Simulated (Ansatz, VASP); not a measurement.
## Two plane-wave programs on ScF3

INCAR

```
SYSTEM = ScF3
PREC     = Accurate       ! precision mode
ENCUT    = 520            ! plane-wave cutoff, eV
EDIFF    = 1E-6           ! SCF threshold, eV
ISMEAR   = 0              ! smearing method
SIGMA    = 0.05           ! smearing width, eV
LREAL    = .False.        ! projectors in reciprocal space
LASPH    = .True.         ! aspherical terms in the spheres
NELM     = 80             ! most SCF steps
ALGO     = Normal         ! electronic algorithm
ISIF     = 2              ! what is computed and relaxed
LWAVE    = .False.        ! write WAVECAR
LCHARG   = .False.        ! write CHGCAR
GGA      = CA             ! functional
NBANDS   = 24             ! bands
```

File KPOINTS:

```
regular mesh
0
Gamma
  6 6 6
  0 0 0
```

File POSCAR:

```
ScF3
1.0
    4.1729480000      0.0000000000      0.0000000000
    0.0000000000      4.1729480000      0.0000000000
    0.0000000000      0.0000000000      4.3334460000
Sc F
1 3
Direct
    0.0000000000      0.0000000000      0.0000000000
    0.5000000000      0.0000000000      0.0000000000
    0.0000000000      0.5000000000      0.0000000000
    0.0000000000      0.0000000000      0.5000000000
```

Input for Ansatz:

```yaml
crystal:
  lattice:
    - [4.172948, 0.0, 0.0]
    - [0.0, 4.172948, 0.0]
    - [0.0, 0.0, 4.333446]
  atoms:
    - { symbol: Sc, position: [0.0, 0.0, 0.0] }
    - { symbol: F, position: [0.5, 0.0, 0.0] }
    - { symbol: F, position: [0.0, 0.5, 0.0] }
    - { symbol: F, position: [0.0, 0.0, 0.5] }
basis:
  ecutwfc: 420
kpoints:
  mp_grid: { grid: [6, 6, 6] }
hamiltonian:
  xc: lda
scf:
  occupations: { method: gaussian, width: 0.05 }
output:
  forces: true
  stress: true
  eigenvalues: true
```

Change from the starting cell: strain +0.040 along x and y, +0.080 along z, atoms carried along.

Alike in both runs: task single point; functional LDA; k mesh 6 × 6 × 6; occupations gaussian, width 0.05 eV; no spin polarisation.

|  | VASP | Ansatz |
| --- | --- | --- |
| version | VASP 6.6.1 | Ansatz 0.2.0 |
| potentials or method | VASP PAW LDA potentials, release 64 (Sc_sv, F) | scalar-relativistic, plane waves, PAW |
| plane-wave cutoff (eV) | 520 | 420 |
| valence electrons in the cell | 32 | 32 |

|  | VASP | Ansatz | Ansatz less VASP |
| --- | --- | --- | --- |
| gap on the k mesh at the Fermi level (eV) | 5.27 | 5.29 | +0.024 |
| least direct gap on the mesh (eV) | 5.55 | 5.58 | +0.023 |
| pressure (GPa) | -12.5 | -12.9 | -0.41 |
| largest component of the traceless stress (GPa) | 3.12 | 3.03 | -0.097 |

A k mesh can miss the band edges.
